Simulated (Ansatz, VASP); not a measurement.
**PtSe2 (1T-PtSe2 3 layers, AA): VASP beside Ansatz**

Aim: how closely do two programs agree when they are given the same cell, functional and k mesh? The cell is taken from a series of runs on this material, whose earlier steps may have relaxed, scaled, displaced or heated it; both programs get it as it stands.

Main program and level: Ansatz 0.2.0; plane waves, with VASP 6.6.1 beside it; single point at PBE, spin-orbit coupling.

## Step 1: Set-up

The cell holds 9 atoms: 6 Se and 3 Pt. Cell: a = 3.714 Å, b = 3.714 Å, c = 29.968 Å, α = 90.0°, β = 90.0°, γ = 120.0°. Vacuum lies along c.

## Step 2: Ansatz: single point, PBE, spin-orbit coupling

Ansatz runs on its fully relativistic PAW (standard-fr) files.

With cell and atoms fixed, the geometry can't cause a difference; cores, projectors, grids and the points listed under the comparison can.

The input, input.yaml:

```yaml
crystal:
  lattice:
    - [3.7139256912, 0.0, 0.0]
    - [-1.8569628456, 3.2163539963, 0.0]
    - [0.0, 0.0, 29.9680998143]
  atoms:
    - { symbol: Se, position: [0.6666666667, 0.3333333333, 0.3003193414] }
    - { symbol: Pt, position: [0.0, 0.0, 0.3436152441] }
    - { symbol: Se, position: [0.3333333333, 0.6666666667, 0.3857683015] }
    - { symbol: Se, position: [0.6666666667, 0.3333333333, 0.4575247503] }
    - { symbol: Pt, position: [0.0, 0.0, 0.5] }
    - { symbol: Se, position: [0.3333333333, 0.6666666667, 0.5424752497] }
    - { symbol: Se, position: [0.6666666667, 0.3333333333, 0.6142316985] }
    - { symbol: Pt, position: [0.0, 0.0, 0.6563847559] }
    - { symbol: Se, position: [0.3333333333, 0.6666666667, 0.6996806586] }
kpoints:
  mp_grid: { grid: [12, 12, 1] }
  band_path: { path: [[0, 0, 0], [0.12, 0, 0]], npoints: 24 }
hamiltonian:
  xc: pbe
  pseudopotentials: { kind: paw_fr }
magnetization:
  noncollinear: true
  spin_orbit: true
scf:
  occupations: { method: fermi_dirac, width: 0.05 }
  convergence: { dr2_threshold: 1.0e-09 }
efield:
  axis: 3
  dipole_correction: true
  ramp_position: 0.97
  ramp_width: 0.06
  amplitude: 0
output:
  write_potential: true
  write_density: true
  volumetric_format: npy
```

Started as:

```console
$ ansatz run input.yaml --threads 8 --pin off --max-ram 12288MiB --backend cpu --events-out ev --progress --plain --runs-dir out
```

Numbers of over 12 decimals in the logs are rounded to 6 here.

Output:

```text
Engine: ansatz 0.2.0, aarch64-unknown-linux-gnu
Pseudopotentials: kind: paw_fr
Pseudopotential: Se, paw_fr, valence charge 16, recommended cutoff 420 eV (normal), Se.paw.azcp#standard-fr
Pseudopotential: Pt, paw_fr, valence charge 18, recommended cutoff 420 eV (normal), Pt.paw.azcp#standard-fr
Functional definition: PBE
  parameter kappa = 0.804
  parameter beta = 0.066725
  exchange = pbe_x(kappa = kappa, mu = beta*pi^2/3)
  correlation = pbe_c(beta = beta)
non-collinear run that drives no moment, with spin-orbit: no starting moment large enough to seed its density (crystal.atoms[].spin), no starting occupations that ask for one, no magnetisation constraint and no magnetic field, so the semilocal B_xc is pinned to zero
Crystal: 9 atoms, lattice volume = 357.978 Å³
Basis set: ecut = 420 eV, 7049 PW (Γ)
Bands: 180, of which v1, the nominal top of the filled ones, is band 150 counted from 1 (149 counted from 0)
Symmetry: 6 space group operations + 6 with time reversal
k-points: 19 of 144 (time reversal used)
Projection manifold: j_resolved (fully-relativistic pseudo-atomic orbitals)
Non-local potential: Se, projectors of the file, l = 0: 2, l = 1: 4, l = 2: 6, l = 3: 2
Non-local potential: Pt, projectors of the file, l = 0: 3, l = 1: 4, l = 2: 4, l = 3: 2
PAW form: soft (Blöchl's): semilocal exchange-correlation on the pseudo side does not see the compensation charge
PAW one-centre angular grid: Se, 590 points (default); XC on 96 Gauss nodes
PAW one-centre angular grid: Pt, 590 points (default); XC on 64 Gauss nodes
Initial density: superposition of atomic densities (neutral atoms: chi_scale 0, normalization atom)
Initial wavefunctions: pseudopotential atomic-orbital guess
Functional: x = pbe(κ = 0.804, μ = 0.219515), c = pbe(β = 0.066725)
SCF iter   1: F=—  HF=-70493.564411 eV  |F-HF|=—  |Δ(HF+E_count)|=         —  Δρ=5.73e-2  dr2=1.24e1  dr2_m=0.00e0 (ungated)  ethr=3.10e-3  |M|=0.00e0 ∫|m|=0.00e0 μB  |m|>n=0.0e0 m-floor=0.0e0 τ_xc=0.0e0  β_m=0.30  p=0.000 e·Å  D=2.47e-13 V/Å  ΔV_dip=-0.00 eV  dr2_dipole=8.33e-7  V_vac-E_F(+/−)=4.41/4.41 eV  ⟨swp⟩=9.2  Hψ=16874  notcnv=0  defer=144
efield: sawtooth ramp at fractional position 0.9700 (set: `efield.ramp_position`, or a place that a band, a saddle search or an elastic batch's reference lends), width 0.0600; the density the first Hamiltonian is built on has a dipole p = 0.000 e·Å; the dipole correction subtracts the counter field D = 2.47e-13 V/Å, which shifts the + side's vacuum level by -0.00 eV against the − side's; the planar-averaged density in the ramp window peaks in size at 1.2e-6 e/Å³
preconditioner: auto → Resta (q_TF=auto, 2.360 Å⁻¹)  ε∞=3.6  [insulator: Δε(μ)=0.576 eV  Ē_g=9.868 eV  σ=0.050 eV  W_gap=0.99  n_scr=100 (ndim 8)  ℏωp=15.9 eV  f_vac=0.505  D(μ)=0.02/eV (n_scr^D=0)  ε∞_Penn≈3.6  vacuum switching on, ρ_ref=7.1e-3 e/Å³]
spin=Noncollinear: Resta preconditioning applied to the charge; magnetization (m_x, m_y, m_z) channels mix plain (no charge-response kernel on spin).
SCF iter   2: F=—  HF=-70491.456199 eV  |F-HF|=—  |Δ(HF+E_count)|=    2.11e0  Δρ=2.39e-2  dr2=8.05e-1  dr2_m=0.00e0 (ungated)  ethr=3.10e-3  |M|=0.00e0 ∫|m|=0.00e0 μB  |m|>n=0.0e0 m-floor=0.0e0 τ_xc=0.0e0  β_m=0.69  p=0.000 e·Å  D=7.45e-5 V/Å  ΔV_dip=-0.00 eV  dr2_dipole=5.78e-6  V_vac-E_F(+/−)=4.89/4.90 eV  ⟨swp⟩=2.4  Hψ=5165  notcnv=0  defer=342
preconditioner: auto → LDOS  [metal: Δε(μ)=0.097 eV  Ē_g=10.026 eV  σ=0.050 eV  W_gap=0.41  n_scr=100 (ndim 8)  ℏωp=15.9 eV  f_vac=0.506  D(μ)=1.37/eV (n_scr^D=6)  β→1.0]
spin=Noncollinear: LDOS preconditioning applied to the charge; magnetization (m_x, m_y, m_z) channels mix plain (no charge-response kernel on spin).
SCF iter   3: F=—  HF=-70491.374952 eV  |F-HF|=—  |Δ(HF+E_count)|=   8.12e-2  Δρ=6.64e-3  dr2=1.12e-1  dr2_m=0.00e0 (ungated)  ethr=5.36e-4  |M|=0.00e0 ∫|m|=0.00e0 μB  |m|>n=0.0e0 m-floor=0.0e0 τ_xc=0.0e0  β_m=0.74  p=-0.000 e·Å  D=-7.84e-5 V/Å  ΔV_dip=0.00 eV  dr2_dipole=1.84e-6  V_vac-E_F(+/−)=4.51/4.51 eV  ⟨swp⟩=2.1  Hψ=4388  notcnv=0  defer=342
SCF iter   4: F=—  HF=-70491.376569 eV  |F-HF|=—  |Δ(HF+E_count)|=   1.62e-3  Δρ=2.23e-3  dr2=8.14e-2  dr2_m=0.00e0 (ungated)  ethr=7.45e-5  |M|=0.00e0 ∫|m|=0.00e0 μB  |m|>n=0.0e0 m-floor=0.0e0 τ_xc=0.0e0  β_m=0.61  p=0.000 e·Å  D=1.05e-4 V/Å  ΔV_dip=-0.00 eV  dr2_dipole=3.26e-6  V_vac-E_F(+/−)=4.72/4.73 eV  ⟨swp⟩=2.2  Hψ=5564  notcnv=0  defer=342
SCF iter   5: F=—  HF=-70491.364108 eV  |F-HF|=—  |Δ(HF+E_count)|=   1.25e-2  Δρ=3.60e-4  dr2=1.74e-3  dr2_m=0.00e0 (ungated)  ethr=5.43e-5  |M|=0.00e0 ∫|m|=0.00e0 μB  |m|>n=0.0e0 m-floor=0.0e0 τ_xc=0.0e0  β_m=0.57  p=-0.000 e·Å  D=-1.19e-5 V/Å  ΔV_dip=0.00 eV  dr2_dipole=5.47e-8  V_vac-E_F(+/−)=4.58/4.58 eV  ⟨swp⟩=2.0  Hψ=4294  notcnv=0  defer=342
[...]
site 2: m = (+0.0000, +0.0000, +0.0000) μB, |m| = 0.0000 μB  (R = 1.03 Å)
  site 3: m = (+0.0000, +0.0000, +0.0000) μB, |m| = 0.0000 μB  (R = 1.03 Å)
  site 4: m = (+0.0000, +0.0000, +0.0000) μB, |m| = 0.0000 μB  (R = 1.03 Å)
  site 5: m = (+0.0000, +0.0000, +0.0000) μB, |m| = 0.0000 μB  (R = 1.03 Å)
  site 6: m = (+0.0000, +0.0000, +0.0000) μB, |m| = 0.0000 μB  (R = 1.03 Å)
  site 7: m = (+0.0000, +0.0000, +0.0000) μB, |m| = 0.0000 μB  (R = 1.03 Å)
  site 8: m = (+0.0000, +0.0000, +0.0000) μB, |m| = 0.0000 μB  (R = 1.03 Å)
Free energy (F): -70491.364186 eV
Harris-Foulkes:  -70491.364186 eV  (|F-HF|=2.33e-10)
Internal energy: -70491.349026 eV  (E = F + TS)
E sigma→0 (E₀):  -70491.356606 eV
Entropy (-TS):   -0.015160 eV (-1.684 meV/atom)
Fermi energy:    4.595406 eV
Dipole field:    D = -0.000006 V/Å  (p = -0.000012 e·Å, saw-weighted, corrected)
Work function:   Φ+ = 4.5931 eV   Φ− = 4.5929 eV
Levels:          The Fermi level and band energies are counted from a zero that moves with the ramp; work functions are not
--- Per-component energies (eV) ---
  E_band       = -4220.237728
  E_kinetic    = 2630.218442
  E_local      = -266241.833186  (includes V_loc(G=0)·N_el)
  E_nonlocal   = -3005.312618
  E_hartree    = 131723.664230
  E_xc         = -1415.320001
  E_vxc        = -1504.331703  (∫ρ·V_xc dr)
  E_paw        = -39915.317165  (= ΣΔE_a)
  E_vpaw       = 453.696816  (= ΣTr[D̂ρ^β])
  E_aug_tail   = -0.003049  (compensation charges beyond the density's cutoff)
  E_efield     = 0.000000  (sawtooth field / dipole correction)
  E_vefield    = 0.000000  (∫n·V_field dr)
  E_ewald      = 105732.554320
  E_smearing   = -0.015160  (= −TS)
  E_closure    = -0.000000  (closes the sum)
  Σ components = -70491.364186   (vs F -70491.364186, Δ=0.00e0)
--- Band table (eV; the first three rows and the last of 19) ---
  k-point 0: bands = [... 146 lower, 3.6628, 3.6628, 4.7623, 4.7623, 5.7308, 5.7308, 5.8108, 5.8108, ... 26 higher]
  k-point 1: bands = [... 146 lower, 4.1474, 4.1474, 4.6224, 4.6224, 5.5903, 5.5903, 5.6646, 5.6646, ... 26 higher]
  k-point 2: bands = [... 146 lower, 3.7516, 3.7516, 4.3837, 4.3837, 5.3179, 5.3179, 5.3837, 5.3837, ... 26 higher]
  k-point 18: bands = [... 146 lower, 2.5873, 2.5873, 2.7608, 2.7608, 4.6520, 4.6520, 4.7685, 4.7685, ... 26 higher]
```

## Step 3: VASP: single point, PBE, spin-orbit coupling

The same cell, functional, mesh and smearing now go to VASP, with its own data sets.

Lines of VASP's logs that name or quote its potential files are left out, and so is its time.

The input, INCAR:

```
SYSTEM = PtSe2
PREC = Accurate
ENCUT = 400
EDIFF = 1E-06
NELM = 200
ISMEAR = -1
SIGMA = 0.05
LREAL = .FALSE.
ALGO = Normal
GGA = PE
LNONCOLLINEAR = .TRUE.
MAGMOM = 0 0 0 0 0 0 0 0 0 0 0 0 0 0 0 0 0 0 0 0 0 0 0 0 0 0 0
NBANDS = 84
GGA_COMPAT = .FALSE.
LASPH = .TRUE.
LSORBIT = .TRUE.
LMAXMIX = 4
LORBIT = 11
LWAVE = .FALSE.
LCHARG = .FALSE.
ISIF = 2
LDIPOL = .TRUE.
IDIPOL = 3
DIPOL = 0.5 0.5 0.5
LVHAR = .TRUE.
NELMDL = -8
KPAR = 2
```

The input, POSCAR:

```
PtSe2
1.0
    3.7139256912      0.0000000000      0.0000000000
   -1.8569628456      3.2163539963      0.0000000000
    0.0000000000      0.0000000000     29.9680998143
Se Pt
6 3
Direct
    0.6666666667      0.3333333333      0.3003193414
    0.3333333333      0.6666666667      0.3857683015
    0.6666666667      0.3333333333      0.4575247503
    0.3333333333      0.6666666667      0.5424752497
    0.6666666667      0.3333333333      0.6142316985
    0.3333333333      0.6666666667      0.6996806586
    0.0000000000      0.0000000000      0.3436152441
    0.0000000000      0.0000000000      0.5000000000
    0.0000000000      0.0000000000      0.6563847559
```

The input, KPOINTS:

```
Automatic mesh
0
Gamma
12 12 1
0 0 0
```

PAW data sets: Se and Pt (PBE family, release 64).

Started as:

```console
$ mpirun -np 2 vasp_ncl
```

Output:

```text
[banner, memory and clock lines left out]
running    2 mpi-ranks, on    1 nodes
 distrk:  each k-point on    1 cores,    2 groups
 distr:  one band on    1 cores,    1 groups

 POSCAR found type information on POSCAR SePt
 POSCAR found :  2 types and       9 ions
 LDA part: xc-table for (Slater+PW92), standard interpolation
 POSCAR, INCAR and KPOINTS ok, starting setup
 FFT: planning ... GRIDC
 FFT: planning ... GRID_SOFT
 FFT: planning ... GRID
 WAVECAR not read
 entering main loop
       N       E                     dE             d eps       ncg     rms          rms(c)
DAV:   1     0.435389424997E+03    0.43539E+03   -0.23183E+04  3248   0.105E+03
DAV:   2    -0.525902611567E+00   -0.43592E+03   -0.41337E+03  4132   0.231E+02
DAV:   3    -0.444561092561E+02   -0.43930E+02   -0.42592E+02  3744   0.756E+01
DAV:   4    -0.459140656941E+02   -0.14580E+01   -0.14386E+01  3920   0.142E+01
DAV:   5    -0.459558625221E+02   -0.41797E-01   -0.41688E-01  3968   0.230E+00
DAV:   6    -0.459574824224E+02   -0.16199E-02   -0.16193E-02  4152   0.449E-01
DAV:   7    -0.459575363727E+02   -0.53950E-04   -0.53933E-04  4160   0.814E-02
DAV:   8    -0.459575384186E+02   -0.20460E-05   -0.20455E-05  3860   0.143E-02    0.254E+01
DAV:   9    -0.440788913547E+02    0.18786E+01   -0.12749E+01  3416   0.247E+01    0.153E+01
DAV:  10    -0.437257395950E+02    0.35315E+00   -0.38360E+00  3368   0.145E+01    0.765E+00
DAV:  11    -0.436019607024E+02    0.12378E+00   -0.27414E-01  3488   0.309E+00    0.238E+00
DAV:  12    -0.435501672227E+02    0.51793E-01   -0.13076E-01  3492   0.259E+00    0.534E-01
DAV:  13    -0.435519480563E+02   -0.17808E-02   -0.24082E-02  3700   0.664E-01    0.322E-01
DAV:  14    -0.435518719018E+02    0.76154E-04   -0.69500E-04  3704   0.135E-01    0.235E-01
[...]
DAV:  18    -0.435518838805E+02   -0.15534E-04   -0.84091E-06  3480   0.123E-02    0.763E-03
DAV:  19    -0.435518904020E+02   -0.65215E-05   -0.15044E-06  2700   0.932E-03    0.236E-03
DAV:  20    -0.435518986156E+02   -0.82137E-05   -0.67357E-07  2320   0.347E-03    0.142E-03
DAV:  21    -0.435519081651E+02   -0.95495E-05   -0.41981E-07  2336   0.184E-03    0.102E-03
DAV:  22    -0.435519200864E+02   -0.11921E-04   -0.68868E-07  2328   0.198E-03    0.627E-04
DAV:  23    -0.435519242726E+02   -0.41862E-05   -0.19152E-07  2404   0.131E-03    0.715E-04
DAV:  24    -0.435519282143E+02   -0.39417E-05   -0.25211E-07  2192   0.132E-03    0.250E-04
DAV:  25    -0.435519290421E+02   -0.82788E-06   -0.83483E-08  2244   0.619E-04
   1 F= -.43551929E+02 E0= -.43544025E+02  d E =-.158088E-01  mag=     0.0000    -0.0000    -0.0000
```

(Continued in part 2 of 2.)

[Lines on the potential files, build, host, timing and source positions are cut from VASP's logs without a mark.]

[Logs are printed without paths, hosts, clocks, repeated set-up lines and the standing remarks that a program may print on its own settings, such as how far it seeks lower states.]

[Hosts, paths, dates, database ids (printed as entryN), source tags and the programs' standing remarks are cut or masked in the printed files.]
